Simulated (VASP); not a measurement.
Input:

Space group Fm-3m (No. 225); a = 5.9015 Å, b = 5.9015 Å, c = 5.9015 Å, α = 90.00°, β = 90.00°, γ = 90.00°

| atom | site | symmetry | x | y | z |
|---|---|---|---|---|---|
| Pb | 4a | m-3m | 0.0000 | 0.0000 | 0.0000 |
| F | 8c | -43m | 0.2500 | 0.2500 | 0.2500 |
(The calculation used a cell of 3 atoms; values per cell refer to that cell.)

Level of theory: PBEsol GGA, VASP's PBE PAW potentials (set 64) (plane waves; VASP). Numerical set-up: 520 eV cut-off, 7×7×7 Γ-centred mesh, Gaussian smearing of 0.050 eV, potentials Pb_d F.

Question: Give the energy at these volumes per atom, relative to the lowest: 16.05, 16.56, 17.07, 17.58, 18.09 Å³.

Answer: 18.4, 4.8, 0.0, 2.7, 11.6 meV/atom. A third-order Birch-Murnaghan fit gives B0 = 76.2 GPa and B0′ = 4.7.

Measured: bulk modulus 64.0 GPa (computed value off by +19.1 %), a 5.940 Å (computed value off by -0.6 %), as given by E. Cadelano et al., The European Physical Journal B (2011), arXiv:1107.5962. The calculation is for a static lattice, while the measured bulk modulus, a hold thermal and zero-point effects, which are part of the difference.

The compound is PbF2 in the fluorite structure, the β form. It was relaxed first.
